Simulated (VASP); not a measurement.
All values below come from SCAN meta-GGA, VASP's PBE PAW potentials (set 64) (plane waves; VASP 6.6.1).

Input for VASP

**KPOINTS**
```
Automatic mesh
0
Gamma
10 10 10
0 0 0
```

INCAR:
```
SYSTEM = Ca
PREC = Accurate
ENCUT = 520
EDIFF = 1E-6
NELM = 100
ALGO = Normal
LREAL = .FALSE.
LASPH = .TRUE.
ISMEAR = 1
SIGMA = 0.1
METAGGA = SCAN
LMIXTAU = .TRUE.
LWAVE = .FALSE.
LCHARG = .FALSE.
IBRION = 2
ISIF = 3
NSW = 60
EDIFFG = -0.01
```

**POSCAR**
```
Ca
1.0
  0.0000000000   2.7900000000   2.7900000000
  2.7900000000   0.0000000000   2.7900000000
  2.7900000000   2.7900000000   0.0000000000
Ca
1
Cart
  0.0000000000   0.0000000000   0.0000000000
```

POTCAR, in this order: Ca_sv (PBE.64 set). Program: vasp_std.

What VASP printed:

### OSZICAR
```
       N       E                     dE             d eps       ncg     rms          rms(c)
DAV:   1     0.577875943550E+02    0.57788E+02   -0.54145E+03   846   0.105E+03
DAV:   2    -0.100991790718E+02   -0.67887E+02   -0.67582E+02   869   0.236E+02
DAV:   3    -0.115959120196E+02   -0.14967E+01   -0.14882E+01  1308   0.373E+01
DAV:   4    -0.116750704642E+02   -0.79158E-01   -0.79051E-01  1313   0.616E+00
DAV:   5    -0.116760319682E+02   -0.96150E-03   -0.96084E-03  1360   0.513E-01    0.696E-01
DAV:   6    -0.961450090120E+01    0.20615E+01   -0.35639E+00   868   0.163E+01    0.230E+00
DAV:   7    -0.102425077183E+02   -0.62801E+00   -0.25344E-01  1360   0.492E+00    0.290E+00
DAV:   8    -0.941138075853E+01    0.83113E+00   -0.28200E-01  1261   0.484E+00    0.177E+00
DAV:   9    -0.959524498400E+01   -0.18386E+00   -0.38463E-01   936   0.610E+00    0.769E-01
DAV:  10    -0.962295728260E+01   -0.27712E-01   -0.20807E-02  1237   0.112E+00    0.751E-01
DAV:  11    -0.959492212299E+01    0.28035E-01   -0.11928E-02   867   0.128E+00    0.124E+00
DAV:  12    -0.960433140374E+01   -0.94093E-02   -0.20728E-02   968   0.141E+00    0.595E-01
DAV:  13    -0.960584134111E+01   -0.15099E-02   -0.38388E-03   869   0.951E-01    0.115E-01
DAV:  14    -0.961474964571E+01   -0.89083E-02   -0.15754E-02   850   0.178E+00    0.254E-01
DAV:  15    -0.961389650382E+01    0.85314E-03   -0.55016E-04  1006   0.291E-01    0.257E-01
DAV:  16    -0.961275304152E+01    0.11435E-02   -0.94031E-04   856   0.406E-01    0.222E-01
DAV:  17    -0.961774085405E+01   -0.49878E-02   -0.72418E-03   848   0.111E+00    0.177E-01
DAV:  18    -0.961968942352E+01   -0.19486E-02   -0.58587E-03   848   0.102E+00    0.135E-01
DAV:  19    -0.961966174516E+01    0.27678E-04   -0.61078E-05  1547   0.694E-02    0.134E-01
DAV:  20    -0.961997336024E+01   -0.31162E-03   -0.22758E-04   855   0.191E-01    0.139E-01
DAV:  21    -0.962065257488E+01   -0.67921E-03   -0.89546E-04   855   0.291E-01    0.122E-01
DAV:  22    -0.962049404032E+01    0.15853E-03   -0.12723E-03   851   0.474E-01    0.115E-01
DAV:  23    -0.962063577280E+01   -0.14173E-03   -0.69218E-05   952   0.117E-01    0.109E-01
DAV:  24    -0.962086225291E+01   -0.22648E-03   -0.18287E-04   855   0.169E-01    0.721E-02
DAV:  25    -0.962112450999E+01   -0.26226E-03   -0.31521E-04   854   0.229E-01    0.520E-02
DAV:  26    -0.962127204518E+01   -0.14754E-03   -0.11148E-04   856   0.153E-01    0.291E-02
DAV:  27    -0.962144420062E+01   -0.17216E-03   -0.16641E-04   856   0.155E-01    0.109E-02
DAV:  28    -0.962145826419E+01   -0.14064E-04   -0.19513E-05   968   0.641E-02    0.823E-03
DAV:  29    -0.962148347341E+01   -0.25209E-04   -0.15894E-05   869   0.569E-02    0.441E-03
DAV:  30    -0.962149055113E+01   -0.70777E-05   -0.20815E-05   856   0.684E-02    0.254E-03
DAV:  31    -0.962149880313E+01   -0.82520E-05   -0.95845E-06   856   0.483E-02    0.195E-03
DAV:  32    -0.962150752709E+01   -0.87240E-05   -0.47774E-06   856   0.321E-02    0.303E-03
DAV:  33    -0.962150004624E+01    0.74809E-05   -0.10248E-06   932   0.156E-02    0.190E-03
DAV:  34    -0.962149567855E+01    0.43677E-05   -0.81053E-07   855   0.132E-02    0.110E-03
DAV:  35    -0.962149351207E+01    0.21665E-05   -0.43702E-07   570   0.950E-03    0.677E-04
DAV:  36    -0.962149425484E+01   -0.74277E-06   -0.33375E-07   467   0.728E-03
   1 F= -.96214943E+01 E0= -.96215011E+01  d E =-.962149E+01
       N       E                     dE             d eps       ncg     rms          rms(c)
DAV:   1    -0.962975409393E+01   -0.82606E-02   -0.24313E-01   848   0.623E+00    0.489E-01
DAV:   2    -0.962400293481E+01    0.57512E-02   -0.26093E-02   895   0.203E+00    0.283E-01
DAV:   3    -0.962240943802E+01    0.15935E-02   -0.17583E-02  1016   0.132E+00    0.811E-02
DAV:   4    -0.962250554045E+01   -0.96102E-04   -0.11598E-02   846   0.118E+00    0.490E-02
DAV:   5    -0.962201508229E+01    0.49046E-03   -0.12778E-03   846   0.362E-01    0.361E-02
DAV:   6    -0.962224189363E+01   -0.22681E-03   -0.20101E-03   846   0.451E-01    0.103E-02
DAV:   7    -0.962224098746E+01    0.90617E-06   -0.18079E-04   850   0.177E-01    0.863E-03
DAV:   8    -0.962224220445E+01   -0.12170E-05   -0.66889E-04   846   0.325E-01    0.211E-03
DAV:   9    -0.962219290730E+01    0.49297E-04   -0.16566E-04   850   0.183E-01    0.155E-03
DAV:  10    -0.962219516015E+01   -0.22528E-05   -0.48125E-06  1085   0.264E-02    0.194E-03
DAV:  11    -0.962219430449E+01    0.85566E-06   -0.90551E-07   850   0.130E-02
   2 F= -.96221943E+01 E0= -.96222016E+01  d E =-.700050E-03
       N       E                     dE             d eps       ncg     rms          rms(c)
DAV:   1    -0.962249355193E+01   -0.29839E-03   -0.75319E-03   850   0.110E+00    0.856E-02
DAV:   2    -0.962238241773E+01    0.11113E-03   -0.92747E-04   879   0.387E-01    0.497E-02
DAV:   3    -0.962235919340E+01    0.23224E-04   -0.11324E-03   848   0.387E-01    0.104E-02
DAV:   4    -0.962230269427E+01    0.56499E-04   -0.13838E-03   847   0.456E-01    0.980E-03
DAV:   5    -0.962225347262E+01    0.49222E-04   -0.19336E-04   848   0.168E-01    0.673E-03
DAV:   6    -0.962228577054E+01   -0.32298E-04   -0.48381E-05   849   0.915E-02    0.214E-03
DAV:   7    -0.962230379657E+01   -0.18026E-04   -0.11149E-04   848   0.150E-01    0.339E-03
DAV:   8    -0.962229140003E+01    0.12397E-04   -0.83462E-05   848   0.129E-01    0.101E-03
DAV:   9    -0.962228736102E+01    0.40390E-05   -0.10419E-05   854   0.465E-02    0.434E-04
DAV:  10    -0.962228790509E+01   -0.54408E-06   -0.17079E-07   492   0.521E-03
   3 F= -.96222879E+01 E0= -.96222957E+01  d E =-.793650E-03
       N       E                     dE             d eps       ncg     rms          rms(c)
DAV:   1    -0.962327932838E+01   -0.99197E-03   -0.30407E-02   848   0.221E+00    0.171E-01
DAV:   2    -0.962266667356E+01    0.61265E-03   -0.32862E-03   894   0.716E-01    0.100E-01
DAV:   3    -0.962243233897E+01    0.23433E-03   -0.26598E-03   962   0.527E-01    0.271E-02
DAV:   4    -0.962241110468E+01    0.21234E-04   -0.23249E-03   846   0.539E-01    0.185E-02
DAV:   5    -0.962232302489E+01    0.88080E-04   -0.30605E-04   846   0.190E-01    0.128E-02
DAV:   6    -0.962237908710E+01   -0.56062E-04   -0.15792E-04   848   0.146E-01    0.290E-03
DAV:   7    -0.962240086297E+01   -0.21776E-04   -0.14741E-04   846   0.173E-01    0.323E-03
DAV:   8    -0.962239679438E+01    0.40686E-05   -0.15502E-04   848   0.172E-01    0.970E-04
DAV:   9    -0.962238951870E+01    0.72757E-05   -0.36167E-05   848   0.870E-02    0.561E-04
DAV:  10    -0.962239045656E+01   -0.93786E-06   -0.11118E-06   863   0.132E-02
   4 F= -.96223905E+01 E0= -.96223972E+01  d E =-.896202E-03
```

File OUTCAR:
```
------------------------ aborting loop because EDIFF is reached ----------------------------------------
  FORCE on cell =-STRESS in cart. coord.  units (eV):
  Direction    XX          YY          ZZ          XY          YZ          ZX
  --------------------------------------------------------------------------------------
  Total        0.0013618      0.0013618      0.0013618     -0.0000000      0.0000000      0.0000000
  in kB        0.0510351      0.0510351      0.0510351     -0.0000000      0.0000000      0.0000000
  external PRESSURE =       0.0510351 kB  Pullay stress =       0.0000000 kB
  volume of cell :       42.75
      direct lattice vectors                 reciprocal lattice vectors
    -0.000000000  2.775259029  2.775259029    -0.180163363  0.180163363  0.180163363
     2.775259029  0.000000000  2.775259029     0.180163363 -0.180163363  0.180163363
     2.775259029  2.775259029 -0.000000000     0.180163363  0.180163363 -0.180163363
 POSITION                                       TOTAL-FORCE (eV/Angst)
 -----------------------------------------------------------------------------------
      2.77526      2.77526     -0.00000        -0.000000     -0.000000     -0.000000
 -----------------------------------------------------------------------------------
    total drift:                                0.000000      0.000000      0.000000
  FREE ENERGIE OF THE ION-ELECTRON SYSTEM (eV)
  ---------------------------------------------------
  free  energy   TOTEN  =        -9.6223904566 eV

  energy  without entropy=       -9.6224107808  energy(sigma->0) =       -9.62239723

 reached required accuracy - stopping structural energy minimisation
```
(Selected blocks of OUTCAR.)

CONTCAR:
```
Ca
   1.00000000000000
    -0.0000000000000000    2.7752590285907934    2.7752590285907934
     2.7752590285907934    0.0000000000000000    2.7752590285907934
     2.7752590285907934    2.7752590285907934   -0.0000000000000000
  Ca
     1
Direct
     0.0000000000000000    0.0000000000000000    1.0000000000000000
```

The compound is Ca in the fcc structure. This run relaxes it. Symmetry was kept, so distortions that lower it aren't found.
